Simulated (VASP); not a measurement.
# TlAuS: single point with PBE

The system is TlAuS, a sheet with vacuum.

```
Tl S Au
1.0
     3.86085    0.00000    0.00000
    -1.93043    3.34360    0.00000
     0.00000    0.00000   29.79146
Tl S Au
1 1 1
Direct
  0.00000 0.00000 0.27786
  0.33333 0.66667 0.23179
  0.66667 0.33333 0.34006
```

The cell was built by a generator and needn't be a form met in nature.

- Program: VASP 6.6.1
- Task: single point
- Functional: PBE
- Potentials or basis: VASP PAW PBE potentials, release 64 (Tl_d, S, Au)
- Cutoff: 520 eV
- k mesh: 12 × 12 × 1
- Occupations: gaussian, width 0.01 eV
- Spin: no spin polarisation

* Largest force: 0.010 eV/Å
* Band gap on the k mesh: 0.28 eV, direct

Forces in eV/Å, atoms in the order of the input:
```
Tl   0.000  0.000 -0.009
S    0.000  0.000  0.010
Au   0.000  0.000  0.000
```

Levels at points of the mesh, in eV from the valence-band top:
```
           k point  band 13  band 14  band 15  band 16  band 17  band 18
(0.00, 0.00, 0.00)    -1.78    -0.48    -0.48     0.75     3.59     5.00
(0.50, 0.00, 0.00)    -1.92    -1.23    -0.79     0.39     3.19     3.83
```

Run time: 3.7 min on 1 thread of Intel(R) Xeon(R) Platinum 8488C (Sapphire Rapids), on a shared host, peak memory 0.59 GiB.

Caveat: spin-orbit coupling is left out, which as a rule narrows the gap of such compounds by several tenths of an eV. A hybrid or GW would open this gap; PBE tends to underestimate it.
